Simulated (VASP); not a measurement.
Here is a VASP 6.6.1 calculation.

Contents of INCAR:

```
ALGO     = Fast           # electronic algorithm
EDIFF    = 1E-7           # SCF threshold, eV
ENCUT    = 520            # plane-wave cutoff, eV
GGA      = RP             # functional
ISIF     = 2              # what is computed and relaxed
ISMEAR   = 0              # smearing method
LASPH    = True           # aspherical terms in the spheres
LCHARG   = False          # write CHGCAR
LREAL    = False          # projectors in reciprocal space
LWAVE    = False          # write WAVECAR
NBANDS   = 16             # bands
NELM     = 60             # most SCF steps
PREC     = Accurate       # precision mode
SIGMA    = 0.02           # smearing width, eV
```

KPOINTS

```
k-points
0
Gamma
  10 10 5
```

POSCAR

```
KPt
1.0
    3.0008472788      0.0000000000      0.0000000000
   -1.5004236394      2.5988099763      0.0000000000
    0.0000000000      0.0000000000      5.3455780000
Pt K
1 1
Direct
    0.6666666667      0.3333333333      0.0000000000
    0.0000000000      0.0000000000      0.5000000000
```

Potentials or basis: VASP PAW PBE potentials, release 64 (Pt, K_sv).

Run with:

```sh
$ cat potpaw_PBE.64/Pt/POTCAR potpaw_PBE.64/K_sv/POTCAR > POTCAR
$ mpirun -np 1 vasp_std > vasp.out
```

Question: Predict the pressure.

Answer: 3.4 GPa.

Question: Predict the band gap on the k mesh.

Answer: None (metal or under the smearing width).

Stress tensor (GPa, compression positive):
```
3.21 0.00 0.00
0.00 3.21 0.00
0.00 0.00 3.92
```

Caveat: the PAW data sets were made with another functional, which shifts forces and pressure a little. The run has no spin-orbit coupling, so splittings on Pt are missing.
